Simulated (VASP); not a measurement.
All values below come from PBE GGA, VASP's PBE PAW potentials (set 64) (plane waves; VASP).

VASP input:

**INCAR**
```
SYSTEM = Be
PREC = Accurate; ENCUT = 400; LREAL = .False.
LASPH = .True.; NBANDS = 3
EDIFF = 1E-6; NELM = 100; ALGO = Normal
ISMEAR = 1; SIGMA = 0.1
GGA = PE
ISIF = 2
LWAVE = .False.; LCHARG = .False.
```

**KPOINTS**
```
Automatic mesh
0
Gamma
16 16 9
0 0 0
```

### POSCAR
```
Be
1.0
  1.1679000000  -2.0228620000   0.0000000000
  1.1679000000   2.0228620000   0.0000000000
  0.0000000000   0.0000000000   3.6516000000
Be
2
Cart
  1.1679000000   0.6742886819   0.9129000000
  1.1679000000  -0.6742886819   2.7387000000
```

POTCAR, in this order: Be (PBE.64 set). Program: vasp_std.

The resulting files:

File OSZICAR:
```
       N       E                     dE             d eps       ncg     rms          rms(c)
DAV:   1     0.306950350426E+00    0.30695E+00   -0.14352E+03   912   0.869E+02
DAV:   2    -0.732191439013E+01   -0.76289E+01   -0.72348E+01  1266   0.108E+02
DAV:   3    -0.754205262557E+01   -0.22014E+00   -0.21041E+00  1158   0.174E+01
DAV:   4    -0.754515984544E+01   -0.31072E-02   -0.31072E-02  1293   0.154E+00
DAV:   5    -0.754521014112E+01   -0.50296E-04   -0.50296E-04  1158   0.816E-02    0.112E+00
DAV:   6    -0.750978427443E+01    0.35426E-01   -0.40286E-03  1002   0.173E+00    0.686E-01
DAV:   7    -0.749455726958E+01    0.15227E-01   -0.48902E-03   963   0.185E+00    0.228E-02
DAV:   8    -0.749453933248E+01    0.17937E-04   -0.43048E-05  1281   0.891E-02    0.765E-03
DAV:   9    -0.749453930109E+01    0.31383E-07   -0.18142E-06   891   0.347E-02
   1 F= -.74945393E+01 E0= -.74945032E+01  d E =-.108233E-03
```

File OUTCAR:
```
------------------------ aborting loop because EDIFF is reached ----------------------------------------
  FORCE on cell =-STRESS in cart. coord.  units (eV):
  Direction    XX          YY          ZZ          XY          YZ          ZX
  --------------------------------------------------------------------------------------
  Total       -0.9811207     -0.9811206     -0.9870724      0.0000000      0.0000000      0.0000000
  in kB      -91.1061944    -91.1061819    -91.6588665      0.0000000      0.0000000      0.0000000
  external PRESSURE =     -91.2904142 kB  Pullay stress =       0.0000000 kB
  volume of cell :       17.25
      direct lattice vectors                 reciprocal lattice vectors
     1.167900000 -2.022862000  0.000000000     0.428118846 -0.247174548  0.000000000
     1.167900000  2.022862000  0.000000000     0.428118846  0.247174548  0.000000000
     0.000000000  0.000000000  3.651600000     0.000000000  0.000000000  0.273852558
 POSITION                                       TOTAL-FORCE (eV/Angst)
 -----------------------------------------------------------------------------------
      1.16790      0.67429      0.91290        -0.000000     -0.000000      0.000000
      1.16790     -0.67429      2.73870         0.000000      0.000000      0.000000
 -----------------------------------------------------------------------------------
    total drift:                                0.000000     -0.000003      0.000005
  FREE ENERGIE OF THE ION-ELECTRON SYSTEM (eV)
  ---------------------------------------------------
  free  energy   TOTEN  =        -7.4945393011 eV

  energy  without entropy=       -7.4944310677  energy(sigma->0) =       -7.49450322
```
(Selected blocks of OUTCAR.)

The compound is Be in the hcp structure. The cell was not relaxed at this level. The run is one of a series of settings (NBANDS = 3 against the base run), some of them coarse on purpose. VASP warned that the highest band is occupied, so more bands are needed.
